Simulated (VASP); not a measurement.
# Pt2Rh2 (ordered alloy cell): computed properties

These are PBEsol GGA, VASP's PBE PAW potentials (set 64) (plane waves; VASP) values and carry that method's errors.

- space group: R-3m (166)
- cell: a = 2.719 Å, b = 2.719 Å, c = 26.688 Å, α = 90.00°, β = 90.00°, γ = 120.00°
- volume per atom: 14.24 Å³/atom
- band gap (over mesh and band path): none (metal, semimetal or under 0.01 eV)
- density: 17.38 g/cm³

```yaml
crystal:
  lattice:
    - [0.00000, 1.92254, 1.92254]
    - [1.92254, 0.00000, 1.92254]
    - [7.69957, 7.69957, -0.00943]
  atoms:
    - { symbol: Rh, position: [0.99116, 0.99116, 0.00663] }
    - { symbol: Rh, position: [0.00884, 0.00884, 0.24337] }
    - { symbol: Pt, position: [0.00791, 0.00791, 0.49407] }
    - { symbol: Pt, position: [0.99209, 0.99209, 0.75593] }
```

Unless said otherwise, spin-orbit coupling is left out, though it shifts the bands of the heavy elements here.

The structure was generated: Pt2Rh2 was put into an ordered model structure (R-3m), which need not be its known phase. It was relaxed first. Symmetry was kept, so distortions that lower it aren't found.
